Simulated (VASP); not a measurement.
Computed with PBE GGA, VASP's PBE PAW potentials (set 64) (plane waves; VASP).

A VASP calculation is set up with these files.

File KPOINTS:
```
Regular mesh
0
Gamma
9 9 9
```

POSCAR:
```
Al
1
    0.0000000000     2.0250000000     2.0250000000
    2.0250000000     0.0000000000     2.0250000000
    2.0250000000     2.0250000000     0.0000000000
Al
1
Direct
  0.0000000000   0.0000000000   0.0000000000
```

**KPOINTS_OPT**
```
k-points along high-symmetry lines
10
Line-mode
Reciprocal
  0.000000   0.000000   0.000000 ! GAMMA
  0.500000   0.000000   0.500000 ! X

  0.500000   0.000000   0.500000 ! X
  0.625000   0.250000   0.625000 ! U

  0.375000   0.375000   0.750000 ! K
  0.000000   0.000000   0.000000 ! GAMMA

  0.000000   0.000000   0.000000 ! GAMMA
  0.500000   0.500000   0.500000 ! L

  0.500000   0.500000   0.500000 ! L
  0.500000   0.250000   0.750000 ! W

  0.500000   0.250000   0.750000 ! W
  0.500000   0.000000   0.500000 ! X
```

INCAR:
```
SYSTEM = Al
PREC = Accurate
ENCUT = 300
EDIFF = 1E-6
NELM = 100
ALGO = Normal
LREAL = .FALSE.
LASPH = .TRUE.
ISMEAR = -1
SIGMA = 0.05
GGA = PE
LWAVE = .FALSE.
LCHARG = .FALSE.
ISIF = 2
```

POTCAR, in this order: Al (PBE.64 set). Program: vasp_std.

Q: Estimate the energy per atom (σ→0), band gap (over mesh and band path).

A: 
- energy per atom (σ→0) = -3.712 eV/atom
- band gap (over mesh and band path) = none (metal, semimetal or under 0.01 eV)

### OSZICAR
```
...
DAV:   6    -0.372381018900E+01    0.12579E-01   -0.15320E-03   430   0.272E-01    0.781E-01
DAV:   7    -0.371448826159E+01    0.93219E-02   -0.47191E-03   415   0.448E-01    0.154E-01
DAV:   8    -0.371448535729E+01    0.29043E-05   -0.24022E-05   420   0.513E-02    0.121E-02
DAV:   9    -0.371448357480E+01    0.17825E-05   -0.10780E-06   410   0.687E-03    0.892E-04
DAV:  10    -0.371448324233E+01    0.33248E-06   -0.54669E-09   195   0.771E-04
   1 F= -.37144832E+01 E0= -.37119295E+01  d E =-.510742E-02
       N       E                     dE             ncg
       N       E                     dE             ncg
```

The structure is a typed Al crystal (Fm-3m). The cell was not relaxed at this level.
